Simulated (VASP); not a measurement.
**WS2 (Tungstenite): accuracy against cost in the number of MPI ranks and k-mesh**

A convergence test on WS2 (Tungstenite): the number of MPI ranks and k-mesh. The series runs use PBE. The number of MPI ranks tried: 1 ranks; 2 ranks; 4 ranks; 8 ranks. The k-mesh tried: 2 2 1; 3 3 1; 4 4 1; 6 6 2; 7 7 2; 10 10 3; 12 12 3; 15 15 4. The start is a cell from a database of measured crystal structures.

Main program and level: VASP 6.6.1; PBE; plane waves and PAW (W, S).

Report form: the programs' logs are mostly left out.

## 1. The structure

It takes space group P6_3/mmc (No. 194, hexagonal). The conventional cell has a = 3.153 Å, b = 3.153 Å, c = 12.323 Å, α = 90.00°, β = 90.00°, γ = 120.00°. Nearest to W lie 6 S at 2.40 Å. Nearest to S lie 3 W at 2.40 Å. Farther neighbours and most contacts between anions are not listed.

Coordinates:

```cif
data_structure
_symmetry_space_group_name_H-M 'P 1'
_symmetry_Int_Tables_number 1
_cell_length_a 3.1532
_cell_length_b 3.1532
_cell_length_c 12.3230
_cell_angle_alpha 90.000
_cell_angle_beta 90.000
_cell_angle_gamma 120.000
_cell_volume 106.11
loop_
_atom_site_label
_atom_site_type_symbol
_atom_site_fract_x
_atom_site_fract_y
_atom_site_fract_z
_atom_site_occupancy
W1 W 0.33333 0.66667 0.25000 1
W2 W 0.66667 0.33333 0.75000 1
S3 S 0.33333 0.66667 0.62250 1
S4 S 0.66667 0.33333 0.12250 1
S5 S 0.33333 0.66667 0.87750 1
S6 S 0.66667 0.33333 0.37750 1
```

## 2. Number of MPI ranks: 1 ranks

The same run on more MPI ranks shows how well it scales. PBE, the usual starting point, adds the gradient of the density.

Contents of INCAR:

```
SYSTEM = WS2
PREC = Accurate
ENCUT = 400
EDIFF = 1E-06
NELM = 100
ISMEAR = -1
SIGMA = 0.05
LREAL = .FALSE.
ALGO = Normal
GGA = PE
NBANDS = 24
LASPH = .TRUE.
LORBIT = 11
LWAVE = .FALSE.
LCHARG = .FALSE.
ISIF = 2
```

Contents of POSCAR:

```
WS2
1.0
    3.1532000000      0.0000000000      0.0000000000
   -1.5766000000      2.7307513032      0.0000000000
    0.0000000000      0.0000000000     12.3230000000
W S
2 4
Direct
    0.3333333333      0.6666666667      0.2500000000
    0.6666666667      0.3333333333      0.7500000000
    0.3333333333      0.6666666667      0.6225000000
    0.6666666667      0.3333333333      0.1225000000
    0.3333333333      0.6666666667      0.8775000000
    0.6666666667      0.3333333333      0.3775000000
```

Contents of KPOINTS:

```
Automatic mesh
0
Gamma
8 8 2
0 0 0
```

PAW data sets: W and S (PBE family, release 64).

Command:

```console
> mpirun -np 1 vasp_std
```

The job ended after 24 s (1 MPI rank of Intel Xeon Platinum 8375C at 2.90GHz (Ice Lake), shared host; peak memory 0.2 GiB).

The gap is read on the k-mesh alone, so it is an upper bound where the band edges lie off the mesh. Spin-orbit coupling is off here; with elements this heavy it splits and shifts levels by tenths of an eV or more. The data set W keeps the semicore shell frozen, which is cheaper and a little less accurate.

This step gave:

* SCF cycles: 14
* electrons: 36
* bands: 24
* irreducible k-points: 20
* symmetry operations: 24
* free energy (TOTEN): -47.33 eV
* Fermi energy: 6.899 eV
* pressure: 3.701 GPa
* metallic: no
* valence top at k: 0, 0, 0
* conduction bottom at k: 0.25, 0.125, 0
* least direct gap at k: 0.375, 0.25, 0
* gap on the k-mesh: 1.152 eV
* least direct gap on the k-mesh: 2.261 eV

The series starts at -7.8877 eV an atom and 3.70 GPa, after 14 cycles in 24 s.

## 3. Number of MPI ranks: 2 ranks

Edit INCAR of step 2 so:

```diff
@@ -15,2 +15,3 @@
 LCHARG = .FALSE.
+KPAR = 2
 ISIF = 2
```

POSCAR is that of step 2.

KPOINTS is that of step 2.

Command:

```console
> mpirun -np 2 vasp_std
```

Elapsed: 13 s, on 2 MPI ranks; peak memory 0.4 GiB; 24 s of CPU time.

Against the first of the series the energy stays within 0.01 meV an atom and the pressure within 0.01 GPa, after 14 cycles in 13 s.

## 4. Number of MPI ranks: 4 ranks

Edit INCAR of step 3 so:

```diff
@@ -15,3 +15,3 @@
 LCHARG = .FALSE.
-KPAR = 2
+KPAR = 4
 ISIF = 2
```

POSCAR is that of step 3.

KPOINTS is that of step 3.

Command:

```console
> mpirun -np 4 vasp_std
```

Wall time 9.4 s (4 MPI ranks); peak memory 0.81 GiB; 34 s of CPU time.

Against the first of the series the energy stays within 0.01 meV an atom and the pressure within 0.01 GPa, after 14 cycles in 9.4 s.

## 5. Number of MPI ranks: 8 ranks

Edit INCAR of step 4 so:

```diff
@@ -15,3 +15,3 @@
 LCHARG = .FALSE.
-KPAR = 4
+KPAR = 8
 ISIF = 2
```

POSCAR is that of step 4.

KPOINTS is that of step 4.

Command:

```console
> mpirun -np 8 vasp_std
```

The job ended after 9.4 s (8 MPI ranks; peak memory 1.8 GiB).

Against the first of the series the energy stays within 0.01 meV an atom and the pressure within 0.01 GPa, after 14 cycles in 9.4 s.

## 6. The number of MPI ranks series as a table

This step: convergence of PBE results with the layout; plane waves and PAW (VASP 6.6.1).

No new run; the numbers come from the runs before.

Differences are taken from the run with 1 ranks. Results of the series, by row:

```csv
setting,status,energy less the reference (meV/atom),pressure (GPa),largest force difference (meV/Å),gap (eV),SCF cycles,wall time (s)
1 ranks,converged,0,3.701,0,1.152,14,24
2 ranks,converged,0,3.701,0,1.152,14,13.2
4 ranks,converged,0,3.701,0,1.152,14,9.4
8 ranks,converged,0,3.701,0,1.152,14,9.4
```

## 7. K-mesh: 2 2 1

This step: PBE; plane waves and PAW (W, S) (VASP 6.6.1).

The sum over the zone converges with the mesh, fast for insulators and slowly for metals.

Edit INCAR of step 5 so:

```diff
@@ -15,3 +15,3 @@
 LCHARG = .FALSE.
-KPAR = 8
+NCORE = 8
 ISIF = 2
```

POSCAR is that of step 5.

Contents of KPOINTS:

```
Automatic mesh
0
Gamma
2 2 1
0 0 0
```

Command:

```console
> mpirun -np 8 vasp_std
```

Run time: 3.2 s. Hardware: 8 MPI ranks; peak memory 0.85 GiB; 14 s of CPU time.

Numbers from this step:

```
SCF cycles                     : 15
irreducible k-points           : 2
free energy (TOTEN)            : -45.26 eV
Fermi energy                   : 7.466 eV
pressure                       : 6.818 GPa
conduction bottom at k         : 0.5, 0, 0
least direct gap at k          : 0, 0, 0
gap on the k-mesh              : 2.055 eV
least direct gap on the k-mesh : 2.270 eV
```

The series starts at -7.5434 eV an atom and 6.82 GPa, after 15 cycles in 3.2 s.

## 8. K-mesh: 3 3 1

INCAR is that of step 7.

POSCAR is that of step 7.

Contents of KPOINTS:

```
Automatic mesh
0
Gamma
3 3 1
0 0 0
```

Command:

```console
> mpirun -np 8 vasp_std
```

Run time: 3.2 s. Hardware: 8 MPI ranks; peak memory 0.89 GiB.

Against the run before the energy moves by -320.40 meV an atom and the pressure by -2.73 GPa, after 14 cycles in 3.2 s.

## 9. K-mesh: 4 4 1

Edit INCAR of step 8 so:

```diff
@@ -15,3 +15,4 @@
 LCHARG = .FALSE.
-NCORE = 8
+KPAR = 2
+NCORE = 4
 ISIF = 2
```

POSCAR is that of step 8.

Contents of KPOINTS:

```
Automatic mesh
0
Gamma
4 4 1
0 0 0
```

Command:

```console
> mpirun -np 8 vasp_std
```

Elapsed: 3.4 s, on 8 MPI ranks; peak memory 1 GiB; 16 s of CPU time.

Against the run before the energy moves by -36.06 meV an atom and the pressure by -0.62 GPa, after 14 cycles in 3.4 s.

## 10. K-mesh: 6 6 2

Edit INCAR of step 9 so:

```diff
@@ -15,4 +15,3 @@
 LCHARG = .FALSE.
-KPAR = 2
-NCORE = 4
+KPAR = 8
 ISIF = 2
```

POSCAR is that of step 9.

Contents of KPOINTS:

```
Automatic mesh
0
Gamma
6 6 2
0 0 0
```

Command:

```console
> mpirun -np 8 vasp_std
```

Run time: 8.2 s. Hardware: 8 MPI ranks; peak memory 1.7 GiB; 46 s of CPU time.

Against the run before the energy moves by +12.64 meV an atom and the pressure by +0.24 GPa, after 14 cycles in 8.2 s.

## 11. K-mesh: 7 7 2

INCAR is that of step 10.

POSCAR is that of step 10.

Contents of KPOINTS:

```
Automatic mesh
0
Gamma
7 7 2
0 0 0
```

Command:

```console
> mpirun -np 8 vasp_std
```

It took 8.2 s on 8 MPI ranks; peak memory 1.8 GiB; 46 s of CPU time.

Against the run before the energy moves by -0.90 meV an atom and the pressure by -0.01 GPa, after 14 cycles in 8.2 s.

## 12. K-mesh: 10 10 3

INCAR is that of step 11.

POSCAR is that of step 11.

Contents of KPOINTS:

```
Automatic mesh
0
Gamma
10 10 3
0 0 0
```

Command:

```console
> mpirun -np 8 vasp_std
```

Wall time 11 s (8 MPI ranks); peak memory 1.8 GiB.

Against the run before the energy moves by +0.29 meV an atom and the pressure by +0.01 GPa, after 14 cycles in 11 s.

## 13. K-mesh: 12 12 3

INCAR is that of step 12.

POSCAR is that of step 12.

Contents of KPOINTS:

```
Automatic mesh
0
Gamma
12 12 3
0 0 0
```

Command:

```console
> mpirun -np 8 vasp_std
```

The job ended after 13 s (8 MPI ranks; peak memory 1.9 GiB).

Against the run before the energy moves by +0.03 meV an atom while the pressure stays within 0.01 GPa, after 14 cycles in 13 s.

## 14. K-mesh: 15 15 4

INCAR is that of step 13.

POSCAR is that of step 13.

Contents of KPOINTS:

```
Automatic mesh
0
Gamma
15 15 4
0 0 0
```

Command:

```console
> mpirun -np 8 vasp_std
```

Elapsed: 22 s, on 8 MPI ranks; peak memory 2.3 GiB.

Against the run before the energy stays within 0.01 meV an atom and the pressure within 0.01 GPa, after 14 cycles in 22 s.

## 15. The k-mesh series as a table

This step: convergence of PBE results with the mesh; plane waves and PAW (VASP 6.6.1).

This step runs nothing: it gathers the runs above.

Differences are taken from the run with 15 15 4. Results of the series, by row:

```csv
setting,status,energy less the reference (meV/atom),pressure (GPa),largest force difference (meV/Å),gap (eV),SCF cycles,wall time (s)
2 2 1,converged,344.4,6.818,359.5,2.055,15,3.2
3 3 1,converged,24.01,4.084,250.7,1.375,14,3.2
4 4 1,converged,-12.05,3.462,90.39,1.374,14,3.4
6 6 2,converged,0.5872,3.704,3.86,1.002,14,8.2
7 7 2,converged,-0.3163,3.691,1.918,1.1,14,8.2
10 10 3,converged,-0.02262,3.696,0.353,1.071,14,11
12 12 3,converged,0.003122,3.698,0.005,1.001,14,12.8
15 15 4,converged,0,3.697,0,1.04,14,22
```

## 16. Summary of results

- wall time from fewest to most ranks: 24 s to 9.4 s
- k-mesh from which the energy stays within 10 meV/atom of the reference: 6 6 2
- k-mesh from which the energy stays within 1 meV/atom of the reference: 6 6 2
- k-mesh from which the pressure stays within 0.2 GPa of the reference: 6 6 2
- spread of the pressure over the k-mesh: 3.36 GPa
- spread of the energy over the k-mesh: 356 meV/atom

What this shows: On 8 ranks the run uses the cores at 32 % of the efficiency of 1. From 6 6 2 on, the energy stays within 1 meV an atom of the reference, at 37 % of its time. The pressure holds within 0.2 GPa from 6 6 2 on. The energy swings above and below the reference, since the sum over k-points is not variational. The gap in the table jumps with the points that each mesh happens to hold, and is no measure of convergence. Differences are taken from the run with 15 15 4, which is itself not the exact limit. Going from 1 ranks to 8 ranks shortens the run by a factor of 2.6; on a shared host such times are rough. The run at 2 2 1 is over 30 meV an atom or 2 GPa off and describes the material poorly.

[Lines on the potential files, build, host, timing and source positions are cut from VASP's logs without a mark.]

[Logs are printed without paths, hosts, clocks, repeated set-up lines and the standing remarks that a program may print on its own settings, such as how far it seeks lower states.]

[Hosts, paths, dates, database ids (printed as entryN), source tags and the programs' standing remarks are cut or masked in the printed files.]

[A measured line is paired with the nearest computed mode of its activity, which favours agreement.]
